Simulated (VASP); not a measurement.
Method: HSE06 screened hybrid, VASP's PBE PAW potentials (set 64) (plane waves; VASP).

The input files of a VASP run:

### KPOINTS
```
Automatic mesh
0
Gamma
4 4 4
0 0 0
```

INCAR:
```
SYSTEM = Na4BrCl3
PREC = Accurate
ENCUT = 400
EDIFF = 1E-6
NELM = 60
ALGO = Normal
LREAL = .FALSE.
LASPH = .TRUE.
ISMEAR = 0
SIGMA = 0.05
GGA = PE
HFSCREEN = 0.2
AEXX = 0.25
LHFCALC = .TRUE.
PRECFOCK = Fast
ISYM = 3
LMAXMIX = 4
LWAVE = .FALSE.
LCHARG = .FALSE.
ISIF = 2
```

**KPOINTS_OPT**
```
named points and PBE's band edges
5
Reciprocal
  0.000000   0.000000   0.000000 1 ! GAMMA
  0.500000   0.500000   0.500000 1 ! R
  0.500000   0.500000   0.000000 1 ! M
  0.000000   0.500000   0.000000 1 ! X
  0.000000   0.035710   0.000000 1 ! near an edge
```

### POSCAR
```
Na4BrCl3
1
    5.7731770453     0.0000000000     0.0000000000
    0.0000000000     5.7731770453     0.0000000000
    0.0000000000     0.0000000000     5.7731770453
Na Cl Br
4 3 1
Direct
  0.0000000000   0.0000000000   0.0000000000
  0.5000000000   0.5000000000   0.0000000000
  0.5000000000   0.0000000000   0.5000000000
  0.0000000000   0.5000000000   0.5000000000
  0.5000000000   0.5000000000   0.5000000000
  0.0000000000   0.0000000000   0.5000000000
  0.0000000000   0.5000000000   0.0000000000
  0.5000000000   0.0000000000   0.0000000000
```

POTCAR, in this order: Na_pv Cl Br (PBE.64 set). Program: vasp_std. Read from the step before: WAVECAR.

The resulting files:

OSZICAR:
```
       N       E                     dE             d eps       ncg     rms          rms(c)
DAV:   1    -0.307353372955E+02   -0.30735E+02   -0.66976E-01   662   0.531E+00    0.964E-01
DAV:   2    -0.307410616546E+02   -0.57244E-02   -0.46571E-02   792   0.208E+00    0.574E-01
DAV:   3    -0.307399916079E+02    0.10700E-02   -0.29880E-03   877   0.615E-01    0.335E-01
DAV:   4    -0.307397693864E+02    0.22222E-03   -0.54697E-04   790   0.211E-01    0.206E-01
DAV:   5    -0.307397488938E+02    0.20493E-04   -0.10963E-04   774   0.807E-02    0.126E-01
DAV:   6    -0.307397506330E+02   -0.17392E-05   -0.18815E-05   766   0.347E-02    0.742E-02
DAV:   7    -0.307397533125E+02   -0.26795E-05   -0.49386E-06   654   0.178E-02    0.429E-02
DAV:   8    -0.307397550547E+02   -0.17422E-05   -0.19378E-06   510   0.111E-02    0.247E-02
DAV:   9    -0.307397560136E+02   -0.95887E-06   -0.10554E-06   478   0.781E-03
   1 F= -.30739756E+02 E0= -.30739756E+02  d E =-.609934E-13
       N       E                     dE             ncg
```

### OUTCAR
```
------------------------ aborting loop because EDIFF is reached ----------------------------------------
  FORCE on cell =-STRESS in cart. coord.  units (eV):
  Direction    XX          YY          ZZ          XY          YZ          ZX
  --------------------------------------------------------------------------------------
  Total       -0.5156255     -0.5156255     -0.5156255      0.0000000      0.0000000      0.0000000
  in kB       -4.2933903     -4.2933903     -4.2933903      0.0000000      0.0000000      0.0000000
  external PRESSURE =      -4.2933903 kB  Pullay stress =       0.0000000 kB
  volume of cell :      192.42
      direct lattice vectors                 reciprocal lattice vectors
     5.773177045  0.000000000  0.000000000     0.173214851  0.000000000  0.000000000
     0.000000000  5.773177045  0.000000000     0.000000000  0.173214851  0.000000000
     0.000000000  0.000000000  5.773177045     0.000000000  0.000000000  0.173214851
 POSITION                                       TOTAL-FORCE (eV/Angst)
 -----------------------------------------------------------------------------------
      0.00000      0.00000      0.00000         0.000000      0.000000      0.000000
      2.88659      2.88659      0.00000         0.000000      0.000000      0.000000
      2.88659      0.00000      2.88659         0.000000      0.000000      0.000000
      0.00000      2.88659      2.88659         0.000000      0.000000      0.000000
      2.88659      2.88659      2.88659         0.000000      0.000000      0.000000
      0.00000      0.00000      2.88659         0.000000      0.000000      0.000000
      0.00000      2.88659      0.00000         0.000000      0.000000      0.000000
      2.88659      0.00000      0.00000         0.000000      0.000000      0.000000
 -----------------------------------------------------------------------------------
    total drift:                               -0.000001      0.000000     -0.000000
  FREE ENERGIE OF THE ION-ELECTRON SYSTEM (eV)
  ---------------------------------------------------
  free  energy   TOTEN  =       -30.7397560136 eV

  energy  without entropy=      -30.7397560136  energy(sigma->0) =      -30.73975601

  exchange ACFDT corr.  =         0.00000000  see jH, gK, PRB 81, 115126
```
(Selected blocks of OUTCAR.)

File OUTCAR:
```
 val. band max:       -1.8153881745   @ k =   0.0000   0.0000   0.0000

 cond. band min:       4.2488561058   @ k =   0.0000   0.0000   0.0000


 Fermi energy:        -1.5714642026

 k-point     1 :       0.0000    0.0000    0.0000
  band No.  band energies     occupation
      1     -25.0452      2.00000
      2     -25.0452      2.00000
      3     -25.0452      2.00000
      4     -25.0287      2.00000
      5     -25.0287      2.00000
      6     -25.0287      2.00000
      7     -25.0267      2.00000
      8     -25.0267      2.00000
      9     -25.0267      2.00000
     10     -25.0175      2.00000
     11     -25.0175      2.00000
     12     -25.0175      2.00000
     13     -15.6625      2.00000
     14     -15.3306      2.00000
     15     -15.3306      2.00000
     16     -15.1483      2.00000
     17      -3.5961      2.00000
     18      -3.5961      2.00000
     19      -3.5961      2.00000
     20      -2.5603      2.00000
     21      -2.5603      2.00000
     22      -2.5603      2.00000
     23      -2.4433      2.00000
     24      -2.4433      2.00000
     25      -2.4433      2.00000
     26      -1.8154      2.00000
     27      -1.8154      2.00000
     28      -1.8154      2.00000
     29       4.2489      0.00000
     30       6.5667      0.00000
     31       6.5667      0.00000
     32       6.8306      0.00000
     33       7.2519      0.00000

 k-point     2 :       0.2500    0.0000    0.0000
  band No.  band energies     occupation
      1     -25.0453      2.00000
      2     -25.0450      2.00000
      3     -25.0450      2.00000
      4     -25.0293      2.00000
      5     -25.0288      2.00000
      6     -25.0288      2.00000
      7     -25.0275      2.00000
      8     -25.0270      2.00000
      9     -25.0270      2.00000
     10     -25.0192      2.00000
     11     -25.0180      2.00000
     12     -25.0180      2.00000
     13     -15.6060      2.00000
     14     -15.3637      2.00000
     15     -15.3243      2.00000
...
```

The structure was generated: Na4BrCl3 was put into an ordered model structure (Pm-3m), which need not be its known phase. It was relaxed first.
